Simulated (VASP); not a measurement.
# MgO: relaxation of cell and atoms with r2SCAN

The system is MgO.

```
Mg O
1.0
     0.00000    2.10850    2.10850
     2.10850    0.00000    2.10850
     2.10850    2.10850    0.00000
Mg O
1 1
Direct
  0.00000 0.00000 0.00000
  0.50000 0.50000 0.50000
```

The cell was built by a generator and needn't be a form met in nature.

- Program: VASP 6.6.1
- Task: relaxation of cell and atoms
- Functional: r2SCAN
- Potentials or basis: VASP PAW PBE potentials, release 64 (Mg, O)
- Cutoff: 600 eV
- k mesh: 14 × 14 × 14
- Occupations: gaussian, width 0.03 eV
- Spin: no spin polarisation
- Further INCAR settings: ALGO = Normal; EDIFF = 1e-06; IBRION = 2; EDIFFG = -0.01; NSW = 90; ISIF = 3

```json
{
 "Relaxed volume": "9.21 Å³/atom",
 "Relaxed cell": "a = 2.965 Å, b = 2.965 Å, c = 2.965 Å, α = 60.00°, β = 60.00°, γ = 60.00°",
 "Space group after relaxing (to 0.05 Å)": "Fm-3m (No. 225)",
 "Energy gained by relaxing": "1.4 meV/atom",
 "Ionic steps": "3",
 "Pressure after relaxing": "0.0 GPa",
 "Band gap on the k mesh": "5.75 eV, direct"
}
```

Step by step:
| step | energy change (eV) | largest force (eV/Å) | pressure (GPa) | volume (Å³) |
| --- | --- | --- | --- | --- |
| 1 | 0.0000 | 0.0000 | -2.83 | 18.75 |
| 2 | -0.0024 | 0.0000 | 1.18 | 18.30 |
| 3 | -0.0029 | 0.0000 | 0.01 | 18.43 |

Final structure:
```xyz
2
Lattice="0.0000 2.0964 2.0964 2.0964 0.0000 2.0964 2.0964 2.0964 0.0000" Properties=species:S:1:pos:R:3 pbc="T T T"
Mg    0.0000    0.0000    0.0000
O     2.0964    2.0964    2.0964
```

Levels at points of the mesh, in eV from the valence-band top:
```tsv
k point	band 1	band 2	band 3	band 4	band 5	band 6	band 7	band 8
(0.00, 0.00, 0.00)	-18.27	0.00	0.00	0.00	5.75	16.92	16.92	16.92
(0.50, 0.00, 0.00)	-16.99	-4.67	-0.69	-0.69	8.90	13.97	17.57	17.57
(0.50, 0.50, 0.00)	-16.73	-4.16	-1.39	-1.39	10.05	11.22	14.44	20.59
```

Run time: 2.7 min on 1 thread of Intel(R) Xeon(R) Platinum 8488C (Sapphire Rapids), with other jobs on the host, peak memory 0.16 GiB.

Caveat: the PAW data sets were made with another functional, which shifts forces and pressure a little. A k mesh can miss the band edges.
